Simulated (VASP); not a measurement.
All values below come from LDA (Ceperley-Alder, Perdew-Zunger), VASP's LDA PAW potentials (set 64) (plane waves; VASP).

VASP input:

POSCAR:
```
KCl
1
    0.0000000000     3.1450000000     3.1450000000
    3.1450000000     0.0000000000     3.1450000000
    3.1450000000     3.1450000000     0.0000000000
K Cl
1 1
Direct
  0.0000000000   0.0000000000   0.0000000000
  0.5000000000   0.5000000000   0.5000000000
```

**INCAR**
```
SYSTEM=KCl
PREC=Accurate; ENCUT=400; LREAL=.False.
LASPH=.True.
EDIFF=1E-6; NELM=100; ALGO=Normal
ISMEAR=0; SIGMA=0.05
IBRION=2; NSW=60; ISIF=3
EDIFFG=-0.01
LWAVE=.False.; LCHARG=.False.
```

**KPOINTS**
```
Automatic mesh
0
Gamma
7 7 7
0 0 0
```

POTCAR, in this order: K_sv Cl (LDA.64 set). Program: vasp_std.

What VASP printed:

File OUTCAR:
```
 ion  position               nearest neighbor table
   1  0.000  0.000  0.000-   2 3.15   2 3.15   2 3.15   2 3.15   2 3.15   2 3.15
   2  0.500  0.500  0.500-   1 3.15   1 3.15   1 3.15   1 3.15   1 3.15   1 3.15
  LATTYP: Found a face centered cubic cell.
 ALAT       =     6.2900000000
 Subroutine PRICEL returns:
 Original cell was already a primitive cell.
 Subroutine GETGRP returns: Found 48 space group operations
The static configuration has the point symmetry O_h .
The dynamic configuration has the point symmetry O_h .
 Subroutine INISYM returns: Found 48 space group operations
 Subroutine IBZKPT returns following result:
 Found     20 irreducible k-points:

 Following reciprocal coordinates:
            Coordinates               Weight
  0.000000  0.000000  0.000000      1.000000
  0.142857  0.000000  0.000000      8.000000
  0.285714  0.000000  0.000000      8.000000
  0.428571  0.000000  0.000000      8.000000
  0.142857  0.142857  0.000000      6.000000
  0.285714  0.142857  0.000000     24.000000
  0.428571  0.142857  0.000000     24.000000
 -0.428571  0.142857  0.000000     24.000000
 -0.285714  0.142857  0.000000     24.000000
 -0.142857  0.142857  0.000000     12.000000
  0.285714  0.285714  0.000000      6.000000
  0.428571  0.285714  0.000000     24.000000
 -0.428571  0.285714  0.000000     24.000000
 -0.285714  0.285714  0.000000     12.000000
  0.428571  0.428571  0.000000      6.000000
 -0.428571  0.428571  0.000000     12.000000
  0.428571  0.285714  0.142857     24.000000
 -0.428571  0.285714  0.142857     48.000000
 -0.428571  0.428571  0.142857     24.000000
 -0.285714  0.428571  0.142857     24.000000
   k-points           NKPTS =     20   k-points in BZ     NKDIM =     20   number of bands    NBANDS=     12
   number of dos      NEDOS =    301   number of ions     NIONS =      2
   total plane-waves  NPLWV =  27000
   dimension x,y,z NGX =    30 NGY =   30 NGZ =   30
...
```

OSZICAR:
```
       N       E                     dE             d eps       ncg     rms          rms(c)
DAV:   1     0.960265207300E+02    0.96027E+02   -0.63123E+03   480   0.978E+02
DAV:   2    -0.148641659285E+01   -0.97513E+02   -0.92241E+02   632   0.270E+02
DAV:   3    -0.748646808090E+01   -0.60001E+01   -0.59749E+01   612   0.590E+01
DAV:   4    -0.766597279118E+01   -0.17950E+00   -0.17927E+00   796   0.107E+01
DAV:   5    -0.766757067620E+01   -0.15979E-02   -0.15978E-02   632   0.100E+00    0.344E+00
DAV:   6    -0.739865509364E+01    0.26892E+00   -0.50516E-01   596   0.401E+00    0.278E+00
DAV:   7    -0.737109733244E+01    0.27558E-01   -0.89091E-02   640   0.189E+00    0.158E+00
DAV:   8    -0.737072516060E+01    0.37217E-03   -0.12232E-02   672   0.976E-01    0.174E-01
DAV:   9    -0.737083807483E+01   -0.11291E-03   -0.93672E-04   692   0.189E-01    0.734E-02
DAV:  10    -0.737093422004E+01   -0.96145E-04   -0.11572E-04   660   0.999E-02    0.140E-02
DAV:  11    -0.737093579691E+01   -0.15769E-05   -0.42861E-06   636   0.190E-02    0.556E-03
DAV:  12    -0.737093622664E+01   -0.42974E-06   -0.21832E-06   608   0.115E-02
   1 F= -.73709362E+01 E0= -.73709362E+01  d E =-.737094E+01
       N       E                     dE             d eps       ncg     rms          rms(c)
DAV:   1    -0.772380213026E+01   -0.35287E+00   -0.72072E+00   600   0.291E+01    0.358E+00
DAV:   2    -0.745165112049E+01    0.27215E+00   -0.67878E-01   564   0.784E+00    0.131E+00
DAV:   3    -0.739972531071E+01    0.51926E-01   -0.16926E-01   836   0.374E+00    0.916E-01
DAV:   4    -0.740013496351E+01   -0.40965E-03   -0.71165E-03   848   0.496E-01    0.514E-01
DAV:   5    -0.740093464941E+01   -0.79969E-03   -0.34782E-03   788   0.251E-01    0.933E-02
DAV:   6    -0.740097874318E+01   -0.44094E-04   -0.12850E-04   580   0.127E-01    0.294E-02
DAV:   7    -0.740099180320E+01   -0.13060E-04   -0.67199E-06   752   0.272E-02    0.987E-03
DAV:   8    -0.740099130673E+01    0.49646E-06   -0.30619E-06   588   0.126E-02
   2 F= -.74009913E+01 E0= -.74009913E+01  d E =-.300551E-01
       N       E                     dE             d eps       ncg     rms          rms(c)
DAV:   1    -0.761507540398E+01   -0.21408E+00   -0.46356E+00   600   0.235E+01    0.286E+00
DAV:   2    -0.744292047416E+01    0.17215E+00   -0.43029E-01   560   0.629E+00    0.106E+00
DAV:   3    -0.740887398340E+01    0.34046E-01   -0.11222E-01   836   0.306E+00    0.774E-01
DAV:   4    -0.740919315195E+01   -0.31917E-03   -0.37523E-03   860   0.379E-01    0.423E-01
DAV:   5    -0.740970286887E+01   -0.50972E-03   -0.24601E-03   780   0.221E-01    0.702E-02
DAV:   6    -0.740971218419E+01   -0.93153E-05   -0.89485E-05   596   0.108E-01    0.258E-02
DAV:   7    -0.740972301093E+01   -0.10827E-04   -0.54844E-06   680   0.221E-02    0.115E-02
DAV:   8    -0.740972195237E+01    0.10586E-05   -0.20123E-06   512   0.131E-02    0.158E-03
DAV:   9    -0.740972203166E+01   -0.79287E-07   -0.53493E-07   376   0.603E-03
   3 F= -.74097220E+01 E0= -.74097220E+01  d E =-.387858E-01
       N       E                     dE             d eps       ncg     rms          rms(c)
DAV:   1    -0.741076071293E+01   -0.10388E-02   -0.22810E-02   588   0.165E+00    0.207E-01
DAV:   2    -0.740992653735E+01    0.83418E-03   -0.21261E-03   584   0.439E-01    0.757E-02
DAV:   3    -0.740975564957E+01    0.17089E-03   -0.52804E-04   824   0.212E-01    0.617E-02
DAV:   4    -0.740975729543E+01   -0.16459E-05   -0.25595E-05   860   0.288E-02    0.304E-02
DAV:   5    -0.740975968567E+01   -0.23902E-05   -0.14807E-05   836   0.193E-02    0.420E-03
DAV:   6    -0.740975949200E+01    0.19366E-06   -0.35954E-07   368   0.678E-03
   4 F= -.74097595E+01 E0= -.74097595E+01  d E =-.388233E-01
```

### OUTCAR
```
------------------------ aborting loop because EDIFF is reached ----------------------------------------
  FORCE on cell =-STRESS in cart. coord.  units (eV):
  Direction    XX          YY          ZZ          XY          YZ          ZX
  --------------------------------------------------------------------------------------
  Total        0.0020197      0.0020197      0.0020197      0.0000000     -0.0000000      0.0000000
  in kB        0.0575057      0.0575057      0.0575057      0.0000000     -0.0000000      0.0000000
  external PRESSURE =       0.0575057 kB  Pullay stress =       0.0000000 kB
  volume of cell :       56.27
      direct lattice vectors                 reciprocal lattice vectors
    -0.000000000  3.041474916  3.041474916    -0.164393925  0.164393925  0.164393925
     3.041474916  0.000000000  3.041474916     0.164393925 -0.164393925  0.164393925
     3.041474916  3.041474916 -0.000000000     0.164393925  0.164393925 -0.164393925
  FREE ENERGIE OF THE ION-ELECTRON SYSTEM (eV)
  ---------------------------------------------------
  free  energy   TOTEN  =        -7.4097594920 eV

  energy  without entropy=       -7.4097594920  energy(sigma->0) =       -7.40975949

 reached required accuracy - stopping structural energy minimisation
```
(Selected blocks of OUTCAR.)

### CONTCAR
```
KCl
   1.00000000000000
    -0.0000000000000000    3.0414749159869352    3.0414749159869352
     3.0414749159869352    0.0000000000000000    3.0414749159869352
     3.0414749159869352    3.0414749159869352   -0.0000000000000000
  K               Cl
     1     1
Direct
     1.0000000000000000    1.0000000000000000    1.0000000000000000
     0.5000000000000000    0.5000000000000000    0.5000000000000000
```

Energy and stress use the plane-wave basis of the starting cell.

The compound is KCl in the rock salt structure. This run relaxes it. Symmetry was kept, so distortions that lower it aren't found.
